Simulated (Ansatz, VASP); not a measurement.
**AlNi (AlNi (Pm-3m)): VASP beside Ansatz**

Aim: how closely do two programs agree when they are given the same cell, functional and k mesh? The cell is taken from a series of runs on this material, whose earlier steps may have relaxed, scaled, displaced or heated it; both programs get it as it stands.

Program: Ansatz 0.2.0. Level of theory: plane waves, with VASP 6.6.1 beside it; relaxation of cell and atoms at r2SCAN. Results are calculated unless marked as measured.

### Step 1. The starting structure

It takes space group Pm-3m (No. 221, cubic). The conventional cell has a = 2.860 Å, b = 2.860 Å, c = 2.860 Å, α = 90.00°, β = 90.00°, γ = 90.00°. Al has 8 Ni at 2.48 Å nearest. Nearest to Ni lie 8 Al at 2.48 Å. Farther neighbours are not listed.

### Step 2. Ansatz: relaxation of cell and atoms, r2SCAN

Ansatz runs on its PAW soft_1 files.

The relaxed volume is the usual yardstick between codes: in a stiff, nearly cubic crystal its relative difference is about their pressure difference at one cell divided by the bulk modulus.

input.yaml

```yaml
crystal:
  lattice:
    - [2.8597113, 0.0, 0.0]
    - [0.0, 2.8597113, 0.0]
    - [0.0, 0.0, 2.8597113]
  atoms:
    - { symbol: Al, position: [0.5, 0.5, 0.5] }
    - { symbol: Ni, position: [0.0, 0.0, 0.0] }
basis:
  ecutwfc: 500
  xc_grid: 2
hamiltonian:
  xc: r2scan
  pseudopotentials: { kind: paw, azcp: { folder: soft_1 } }
kpoints:
  mp_grid: { grid: [13, 13, 13] }
scf:
  occupations: { method: fermi_dirac, width: 0.05 }
  max_iter: 150
output:
  forces: true
  stress: true
relax:
  f_tol: 0.01
  max_steps: 60
  cell: {}
checkpoint:
  write: "../r2scan.run"
  compress: false
  write_wavefunctions: false
  write_every: 100000
```

The run is started by

```
$ ansatz run input.yaml --threads 4 --pin off --max-ram 6594MiB --backend cpu --events-out ev --progress --plain --runs-dir out
```

Numbers of over 12 decimals in the logs are rounded to 6 here.

What it wrote:

```text
Engine: ansatz 0.2.0, aarch64-unknown-linux-gnu
Pseudopotentials: kind: paw
Pseudopotential: Al, paw, valence charge 3, recommended cutoff 500 eV (meta_gga), soft_1/Al.paw.azcp
Pseudopotential: Ni, paw, valence charge 18, recommended cutoff 500 eV (meta_gga), soft_1/Ni.paw.azcp
Functional definition: r2SCAN
  parameter k0 = 0.174
  parameter k1 = 0.065
  parameter a1 = 4.9479
  exchange = r2scan_x(k0 = k0, k1 = k1, a1 = a1)
  correlation = r2scan_c
Crystal: 2 atoms, lattice volume = 23.387 Å³
Basis set: ecut = 500 eV, 619 PW (Γ), exchange–correlation on 48×48×48 points (8 copies of the dense FFT grid, shifted against one another)
Bands: 15, of which v1, the nominal top of the filled ones, is band 11 counted from 1 (10 counted from 0)
Symmetry: 48 space group operations
Space group: Pm-3m (ITA 221), of the structure as read, at distance tolerance 2.9e-5 Å
k-points: 84 of 2197
Non-local potential: Al, projectors of the file, l = 0: 2, l = 1: 2, l = 2: 1
Non-local potential: Ni, projectors of the file, l = 0: 3, l = 1: 2, l = 2: 3, l = 3: 1
PAW form: soft (Blöchl's): semilocal exchange-correlation on the pseudo side does not see the compensation charge
PAW frozen core: Al, regenerated for the run's functional (the file was generated under x = pbe(κ = 0.804, μ = 0.219515), c = pbe(β = 0.066725))
PAW frozen core: Ni, regenerated for the run's functional (the file was generated under x = pbe(κ = 0.804, μ = 0.219515), c = pbe(β = 0.066725))
PAW one-centre angular grid: Al, 302 points (default); XC on 160 Gauss nodes
PAW one-centre angular grid: Ni, 590 points (default); XC on 160 Gauss nodes
Initial density: superposition of atomic densities (chi_scale 0.1, normalization cell, long waves kept (reshape's long-wave potential 0.00 eV rms))
Initial wavefunctions: pseudopotential atomic-orbital guess
Functional: x = r2scan, c = r2scan; τ floored in thin density (d = 2e-4 eV/Å³)
SCF iter   1: F=—  HF=-6387.435581 eV  |F-HF|=—  |Δ(HF+E_count)|=         —  Δρ=1.17e-1  dr2=2.68e0  dr2_τ=9.39e-2  ethr=3.10e-3  ⟨swp⟩=4.3  Hψ=5677  notcnv=0
preconditioner: auto → none  [metal: Δε(μ)=0.063 eV  Ē_g=11.031 eV  σ=0.050 eV  W_gap=0.29  n_scr=6 (ndim 8)  ℏωp=27.7 eV  f_vac=0.000  D(μ)=0.52/eV (n_scr^D=0)  sad-step TF]
SCF iter   2: F=—  HF=-6387.383714 eV  |F-HF|=—  |Δ(HF+E_count)|=   5.19e-2  Δρ=1.05e-1  dr2=1.26e0  dr2_τ=1.00e-2  ethr=3.10e-3  ⟨swp⟩=3.0  Hψ=3459  notcnv=0  defer=27
SCF iter   3: F=—  HF=-6387.101773 eV  |F-HF|=—  |Δ(HF+E_count)|=   2.82e-1  Δρ=1.58e-2  dr2=9.08e-2  dr2_τ=1.38e-3  ethr=3.10e-3  ⟨swp⟩=2.8  Hψ=2853  notcnv=0  defer=18
SCF iter   4: F=—  HF=-6387.065947 eV  |F-HF|=—  |Δ(HF+E_count)|=   3.58e-2  Δρ=8.70e-3  dr2=1.12e-2  dr2_τ=5.64e-5  ethr=4.32e-4  ⟨swp⟩=2.3  Hψ=2160  notcnv=0  defer=17
SCF iter   5: F=—  HF=-6387.064766 eV  |F-HF|=—  |Δ(HF+E_count)|=   1.18e-3  Δρ=1.10e-3  dr2=1.85e-4  dr2_τ=9.22e-6  ethr=5.34e-5  ⟨swp⟩=2.3  Hψ=2129  notcnv=0  defer=18
SCF iter   6: F=—  HF=-6387.064788 eV  |F-HF|=—  |Δ(HF+E_count)|=   2.25e-5  Δρ=1.61e-3  dr2=3.79e-4  dr2_τ=2.10e-6  ethr=8.80e-7  ⟨swp⟩=2.4  Hψ=1836  notcnv=0  defer=18
SCF iter   7: F=—  HF=-6387.064759 eV  |F-HF|=—  |Δ(HF+E_count)|=   2.91e-5  Δρ=1.76e-4  dr2=4.25e-6  dr2_τ=2.35e-7  ethr=8.80e-7  ⟨swp⟩=2.2  Hψ=1714  notcnv=0  defer=18
SCF iter   8: F=—  HF=-6387.064785 eV  |F-HF|=—  |Δ(HF+E_count)|=   2.63e-5  Δρ=1.66e-5  dr2=3.61e-8  dr2_τ=1.62e-9  ethr=4.76e-10  ⟨swp⟩=3.9  Hψ=4981  notcnv=0
SCF iter   9: F=-6387.064785 eV  HF=-6387.064785 eV  |F-HF|=8.64e-10  |Δ(HF+E_count)|=   3.71e-9  Δρ=3.04e-6  dr2=1.32e-9  dr2_τ=1.47e-11  ethr=1.72e-10  ⟨swp⟩=2.5  Hψ=3790  notcnv=0
SCF 1 converged in 9 iterations: F = -6387.064785 eV  dr2 = 1.32e-9
  greatest PAW one-centre occupation: 1.001 electrons in one spin orbital (limit 2), on the Ni atom at site 1 (counted from 0), in its partial waves of l = 1
relax step   1: F+E_penalty+E_count = -6387.06478541 eV  Δ(F+E_penalty+E_count) = +0.000e0 eV  max|allowed force component| = 3.188e-30 eV/Å  Δτ_max = 0.0000 Å  P = +0.615 GPa  Ω = 23.387 Å³  (9 SCF iters, dr2 threshold 1.00e-7 eV, accepted)
[...]
relax step   2: F+E_penalty+E_count = -6387.06489395 eV  Δ(F+E_penalty+E_count) = -1.085e-4 eV  max|allowed force component| = 6.130e-30 eV/Å  Δτ_max = 0.0000 Å  P = +0.244 GPa  Ω = 23.435 Å³  energy of the carried Pulay correction = -2.078e-5 eV  (4 SCF iters, dr2 threshold 2.00e-7 eV, accepted)
[...]
relax step   3: F+E_penalty+E_count = -6387.06490445 eV  Δ(F+E_penalty+E_count) = -1.050e-5 eV  max|allowed force component| = 8.135e-31 eV/Å  Δτ_max = 0.0000 Å  P = +0.000 GPa  Ω = 23.467 Å³  energy of the carried Pulay correction = -3.446e-5 eV  (4 SCF iters, dr2 threshold 1.49e-7 eV, accepted)
[...]
relax step   4: F+E_penalty+E_count = -6387.06493336 eV  Δ(F+E_penalty+E_count) = -2.891e-5 eV  max|allowed force component| = 2.219e-31 eV/Å  Δτ_max = 0.0000 Å  P = +0.002 GPa  Ω = 23.467 Å³  stress off target by 1.51e-3 GPa  SCF on the basis re-selected at this cell (its energy is not comparable with the rows above)  (5 SCF iters)
basis re-selected at this cell: Δ(F+E_penalty+E_count) = -2.891e-5 eV, ΔP = +0.001 GPa vs the last step (what re-selecting the basis moved, of the pressure what is left beyond the Pulay correction that the steps carried, after the strain that the cell walked since its last selection, with what the two solves' SCF thresholds leave and, on support functions, any second-order correction that the steps lacked; it is no m [...]
SCF converged after 5 iterations
Free energy (F): -6387.064933 eV
Harris-Foulkes:  -6387.064933 eV  (|F-HF|=7.28e-12)
Internal energy: -6387.060581 eV  (E = F + TS)
E sigma→0 (E₀):  -6387.062757 eV
Entropy (-TS):   -0.004352 eV (-2.176 meV/atom)
Fermi energy:    14.047005 eV
--- Per-component energies (eV) ---
  E_band       = -357.966136
  E_kinetic    = 368.712529
  E_local      = -3726.908331  (includes V_loc(G=0)·N_el)
  E_nonlocal   = -104.627994
  E_hartree    = 1962.960909
  E_xc         = -145.882388
  E_vxc        = -195.419656  (∫ρ·V_xc dr)
  E_paw        = -2147.117636  (= ΣΔE_a)
  E_vpaw       = -638.270546  (= ΣTr[D̂ρ^β])
  E_aug_tail   = 0.000496  (compensation charges beyond the density's cutoff)
  E_vtau       = 12.625808  (kinetic-family band-sum trace: ∫τ·v_τ [+ j·A + Jᵃ·Aᵃ] dr)
  E_ewald      = -2593.837992
  E_core_change = -0.360176  (= ΣΔE_core)
  E_smearing   = -0.004352  (= −TS)
  E_closure    = -0.000000  (closes the sum)
  Σ components = -6387.064933   (vs F -6387.064933, Δ=0.00e0)
--- Forces (eV/Å), atoms counted from 1 ---
  atom   1  Al     0.00000000     0.00000000    -0.00000000
  atom   2  Ni     0.00000000    -0.00000000    -0.00000000
  max |Σ_I F_I| component: 1.73e-31 eV/Å
--- Stress (GPa, compression-positive) ---
        0.001514       0.000000      -0.000000
        0.000000       0.001514       0.000000
       -0.000000       0.000000       0.001514
  P = ⅓ Tr σ = 0.0015 GPa (0.015 kbar)
--- Relaxed structure (3 steps of the walk, 3 accepted, 1 SCFs on fresh bases) ---
  F+E_penalty+E_count = -6387.06493336 eV   max|allowed force component| = 2.219e-31 eV/Å   (the final SCF, on the basis selected at the relaxed cell)
  cell:  # Å, volume = 23.4669 Å³
    - [2.862980, 0, 0]
    - [0, 2.862980, 0]
    - [0, 0, 2.862980]
  atoms:
    - { symbol: Al, position: [0.5, 0.5, 0.5] }
    - { symbol: Ni, position: [0, 0, 0] }
```

### Step 3. VASP: relaxation of cell and atoms, r2SCAN

The same cell, functional, mesh and smearing now go to VASP, with its own data sets.

Lines of VASP's logs that name or quote its potential files are left out, and so is its time.

INCAR

```
SYSTEM = AlNi
PREC = Accurate
ENCUT = 660
EDIFF = 1E-07
NELM = 120
ISMEAR = -1
SIGMA = 0.05
LREAL = .FALSE.
ALGO = Normal
METAGGA = R2SCAN
LASPH = .TRUE.
NBANDS = 12
LORBIT = 11
LWAVE = .FALSE.
LCHARG = .FALSE.
ISIF = 3
IBRION = 2
NSW = 80
EDIFFG = -0.005
GGA_COMPAT = .FALSE.
NELMIN = 4
LMIXTAU = .TRUE.
```

POSCAR

```
AlNi
1.0
    2.8597110000      0.0000000000      0.0000000000
    0.0000000000      2.8597110000      0.0000000000
    0.0000000000      0.0000000000      2.8597110000
Al Ni
1 1
Direct
    0.5000001748      0.5000001748      0.5000001748
    0.0000000000      0.0000000000      0.0000000000
```

KPOINTS

```
Automatic mesh
0
Gamma
13 13 13
0 0 0
```

PAW data sets: Al and Ni (PBE family, release 64).

The run is started by

```
$ mpirun -np 1 vasp_std
```

What it wrote:

```text
[banner, memory and clock lines left out]
running    1 mpi-ranks, on    1 nodes
 distrk:  each k-point on    1 cores,    1 groups
 distr:  one band on    1 cores,    1 groups

 POSCAR found type information on POSCAR AlNi
 POSCAR found :  2 types and       2 ions
|                                                                             |
|               ----> ADVICE to this user running VASP <----                  |
|                                                                             |
|     You enforced a specific xc type in the INCAR file but a different       |
|     [... a line on the potential file left out ...]
|     I HOPE YOU KNOW WHAT YOU ARE DOING!                                     |
|                                                                             |

 LDA part: xc-table for (None), standard interpolation
 POSCAR, INCAR and KPOINTS ok, starting setup
 FFT: planning ... GRIDC
 FFT: planning ... GRID_SOFT
 FFT: planning ... GRID
 WAVECAR not read
 entering main loop
       N       E                     dE             d eps       ncg     rms          rms(c)
DAV:   1     0.400313822378E+02    0.40031E+02   -0.67564E+03  2024   0.144E+03
DAV:   2    -0.206027997658E+02   -0.60634E+02   -0.56700E+02  2072   0.227E+02
DAV:   3    -0.227947457563E+02   -0.21919E+01   -0.21632E+01  2400   0.509E+01
DAV:   4    -0.228274330122E+02   -0.32687E-01   -0.32673E-01  2260   0.535E+00
DAV:   5    -0.228285005676E+02   -0.10676E-02   -0.10675E-02  2432   0.109E+00    0.120E+01
DAV:   6    -0.230084156457E+02   -0.17992E+00   -0.46583E+01  2244   0.116E+02    0.153E+01
DAV:   7    -0.200958623389E+02    0.29126E+01   -0.13449E+01  2312   0.654E+01    0.164E+00
DAV:   8    -0.200943439790E+02    0.15184E-02   -0.52359E-01  2448   0.102E+01    0.162E+00
DAV:   9    -0.200713526221E+02    0.22991E-01   -0.10964E-01  2336   0.548E+00    0.319E-01
DAV:  10    -0.200742923678E+02   -0.29397E-02   -0.11177E-02  2172   0.103E+00    0.276E-01
DAV:  11    -0.200765430911E+02   -0.22507E-02   -0.51642E-03  2424   0.999E-01    0.629E-02
DAV:  12    -0.200765562776E+02   -0.13187E-04   -0.14084E-04  2244   0.136E-01    0.403E-02
DAV:  13    -0.200765322571E+02    0.24020E-04   -0.37489E-05  2340   0.990E-02    0.265E-02
DAV:  14    -0.200765437493E+02   -0.11492E-04   -0.22730E-05  2256   0.659E-02    0.495E-03
DAV:  15    -0.200765444785E+02   -0.72921E-06   -0.96437E-07  2096   0.140E-02    0.212E-03
DAV:  16    -0.200765444790E+02   -0.47635E-09   -0.52436E-07  1936   0.128E-02
   1 F= -.20076544E+02 E0= -.20074381E+02  d E =-.200765E+02
 curvature:   0.00 expect dE= 0.000E+00 dE for cont linesearch  0.000E+00
 trial: gam= 0.00000 g(F)=  0.000E+00 g(S)=  0.153E-03 ort = 0.000E+00 (trialstep = 0.100E+01)
 search vector abs. value=  0.153E-03
 bond charge predicted
       N       E                     dE             d eps       ncg     rms          rms(c)
DAV:   1    -0.200793551087E+02   -0.28106E-02   -0.32520E-02  2216   0.315E+00    0.481E-01
DAV:   2    -0.200813426373E+02   -0.19875E-02   -0.78566E-02  2276   0.447E+00    0.550E-01
DAV:   3    -0.200765965301E+02    0.47461E-02   -0.28568E-02  2252   0.273E+00    0.698E-02
DAV:   4    -0.200765318981E+02    0.64632E-04   -0.15681E-04  2156   0.115E-01    0.149E-02
DAV:   5    -0.200765305637E+02    0.13344E-05   -0.17976E-05  2720   0.631E-02    0.360E-03
DAV:   6    -0.200765315832E+02   -0.10195E-05   -0.35724E-06  2176   0.266E-02    0.277E-03
DAV:   7    -0.200765336351E+02   -0.20519E-05   -0.10343E-06  2096   0.106E-02    0.156E-03
DAV:   8    -0.200765333432E+02    0.29191E-06   -0.14432E-07  1072   0.608E-03    0.341E-04
DAV:   9    -0.200765333484E+02   -0.51919E-08   -0.18266E-08  1060   0.242E-03
   2 F= -.20076533E+02 E0= -.20074358E+02  d E =0.111306E-04
 trial-energy change:    0.000011  1 .order   -0.000002   -0.000153    0.000148
 step:   0.4412(harm=  0.5082)  dis= 0.00000  next Energy=   -20.076577 (dE=-0.325E-04)
 bond charge predicted
       N       E                     dE             d eps       ncg     rms          rms(c)
DAV:   1    -0.200774526666E+02   -0.91932E-03   -0.10166E-02  2212   0.175E+00    0.269E-01
DAV:   2    -0.200780890968E+02   -0.63643E-03   -0.24627E-02  2268   0.250E+00    0.308E-01
DAV:   3    -0.200765944646E+02    0.14946E-02   -0.89032E-03  2248   0.153E+00    0.376E-02
DAV:   4    -0.200765769194E+02    0.17545E-04   -0.48331E-05  2136   0.597E-02    0.958E-03
DAV:   5    -0.200765754517E+02    0.14678E-05   -0.66229E-06  2724   0.382E-02    0.199E-03
DAV:   6    -0.200765748528E+02    0.59885E-06   -0.95259E-07  2180   0.124E-02    0.154E-03
DAV:   7    -0.200765744063E+02    0.44655E-06   -0.27410E-07  2060   0.525E-03    0.700E-04
DAV:   8    -0.200765746011E+02   -0.19484E-06   -0.38185E-08  1044   0.316E-03    0.189E-04
DAV:   9    -0.200765746097E+02   -0.85688E-08   -0.57483E-09  1028   0.138E-03
   3 F= -.20076575E+02 E0= -.20074406E+02  d E =-.301307E-04
 curvature:  -0.25 expect dE=-0.118E-06 dE for cont linesearch -0.118E-06
 trial: gam=-0.05265 g(F)=  0.315E-50 g(S)=  0.474E-06 ort = 0.851E-05 (trialstep = 0.888E+00)
 search vector abs. value=  0.157E-08
 reached required accuracy - stopping structural energy minimisation
```

From OUTCAR (step 3):

```text
ion  position               nearest neighbor table
   1  0.500  0.500  0.500-   2 2.48   2 2.48   2 2.48   2 2.48   2 2.48   2 2.48   2 2.48   2 2.48

  LATTYP: Found a simple cubic cell.
 ALAT       =     2.8597110000

 Subroutine GETGRP returns: Found 48 space group operations
 (whereof 48 operations were pure point group operations)

The static configuration has the point symmetry O_h .

 Found     84 irreducible k-points:

   k-points           NKPTS =     84   k-points in BZ     NKDIM =     84   number of bands    NBANDS=     12

   dimension x,y,z NGX =    24 NGY =   24 NGZ =   24
   dimension x,y,z NGXF=    48 NGYF=   48 NGZF=   48

   ENCUT  =  660.0 eV  48.51 Ry    6.96 a.u.   5.99  5.99  5.99*2*pi/ulx,y,z

   NELECT =      13.0000    total number of electrons

 k-points in reciprocal lattice and weights: Automatic mesh
   0.00000000  0.00000000  0.00000000       0.000
   0.07692308  0.00000000  0.00000000       0.003
   0.15384615  0.00000000  0.00000000       0.003
   0.23076923  0.00000000  0.00000000       0.003
   0.30769231  0.00000000  0.00000000       0.003
   0.38461538  0.00000000  0.00000000       0.003
   0.46153846  0.00000000  0.00000000       0.003
   0.07692308  0.07692308  0.00000000       0.005
   0.15384615  0.07692308  0.00000000       0.011
[...]
0.46153846  0.46153846  0.38461538       0.011
   0.46153846  0.46153846  0.46153846       0.004

 average (electrostatic) potential at core
       1 -72.7503       2 -86.5513

 E-fermi :  10.1476

 k-point     1 :       0.0000    0.0000    0.0000
  band No.  band energies     occupation
    ...
      2       6.7174      2.00000
      3       6.7174      2.00000
      4       8.5194      2.00000
      5       8.5194      2.00000
      6       8.5194      2.00000
      7      16.1493      0.00000
      8      16.1493      0.00000
      9      16.1493      0.00000
     10      18.6274      0.00000
     11      18.6274      0.00000
    ...

 k-point     2 :       0.0769    0.0000    0.0000
  band No.  band energies     occupation
    ...
      2       6.7064      2.00000
      3       6.7459      2.00000
      4       8.4695      2.00000
      5       8.4695      2.00000
      6       8.5247      2.00000
      7      14.9238      0.00000
      8      16.3015      0.00000
      9      16.3015      0.00000
     10      18.6360      0.00000
     11      19.7616      0.00000
    ...

 k-point     3 :       0.1538    0.0000    0.0000
  band No.  band energies     occupation
    ...
      2       6.6385      2.00000
      3       6.8258      2.00000
      4       8.3368      2.00000
      5       8.3368      2.00000
      6       8.5395      2.00000
      7      13.0729      0.00000
      8      16.7418      0.00000
      9      16.7418      0.00000
     10      18.6612      0.00000
     11      21.2981      0.00000
    ...

  Total        0.0025601      0.0025601      0.0025601     -0.0000000     -0.0000000      0.0000000
  in kB        0.1751333      0.1751333      0.1751333     -0.0000000     -0.0000000      0.0000000
  external PRESSURE =       0.1751333 kB  Pullay stress =       0.0000000 kB

  energy-cutoff  :      660.00
  volume of cell :       23.42
      direct lattice vectors                 reciprocal lattice vectors
     2.861108462  0.000000000  0.000000000     0.349514887  0.000000000 -0.000000000
    -0.000000000  2.861108462  0.000000000    -0.000000000  0.349514887  0.000000000
     0.000000000 -0.000000000  2.861108462    -0.000000000 -0.000000000  0.349514887

 POSITION                                       TOTAL-FORCE (eV/Angst)
 -----------------------------------------------------------------------------------
      1.43055      1.43055      1.43055         0.000000      0.000000      0.000000
      0.00000      0.00000      0.00000        -0.000000     -0.000000      0.000000
 -----------------------------------------------------------------------------------
    total drift:                                0.000048      0.000048      0.000048

  FREE ENERGIE OF THE ION-ELECTRON SYSTEM (eV)
  ---------------------------------------------------
  free  energy   TOTEN  =       -20.0765746097 eV

  energy  without entropy=      -20.0722372827  energy(sigma->0) =      -20.07440595

 reached required accuracy - stopping structural energy minimisation

 total charge
# of ion       s       p       d       tot
------------------------------------------
    1        0.383   0.435   0.000   0.818
    2        0.495   0.559   8.495   9.549
--------------------------------------------------
tot          0.878   0.994   8.495  10.367

[... 3 further parts left out ...]
```

CONTCAR:

```
AlNi
   1.00000000000000
     2.8611084621504128    0.0000000000000000    0.0000000000000000
    -0.0000000000000000    2.8611084621504128    0.0000000000000000
     0.0000000000000000   -0.0000000000000000    2.8611084621504128
  Al              Ni
     1     1
Direct
     0.5000001748000003    0.5000001748000003    0.5000001748000003
     0.0000000000000000    0.0000000000000000    0.0000000000000000
```

This run has no spin polarisation, so a moment on Ni, if there is one, isn't seen. Its electron count is odd, so without a moment it is a metal by construction.

### Step 4. Side by side

Known differences besides the potentials themselves: VASP keeps PBE cores, Ansatz makes them for the functional; the data sets hold 21 valence electrons in Ansatz (on its PAW soft_1 files) and 13 in VASP; the cutoff is 500 eV in Ansatz and 660 eV in VASP; Ansatz adds a Pulay correction to the stress that steers its cell, VASP none. Total energies have different zeros and are not compared.

Compared:

```csv
quantity,Ansatz,VASP,difference
volume (Å³),23.47,23.42,+0.20 %
"edge a after relaxation, in the typed setting (Å)",2.863,2.861,+0.07 %
```

### Step 5. Results

| Item | Value |
| --- | --- |
| difference in volume (relaxation of cell and atoms, r2SCAN) | 0.20 % |

What this shows: The difference in volume is 0.20 % (relaxation of cell and atoms, r2SCAN), within the 1.2 % picked in this series as the mark of a large difference, as far as the stopping tolerances let one tell. The data sets hold unlike numbers of valence electrons (21 in Ansatz and 13 in VASP), so part of the differences comes from the potentials. How closely two codes agree says nothing of how well the functional describes the real material.

[Lines on the potential files, build, host, timing and source positions are cut from VASP's logs without a mark.]

[Logs are printed without paths, hosts, clocks, repeated set-up lines and the standing remarks that a program may print on its own settings, such as how far it seeks lower states.]

[Hosts, paths, dates, database ids (printed as entryN), source tags and the programs' standing remarks are cut or masked in the printed files.]
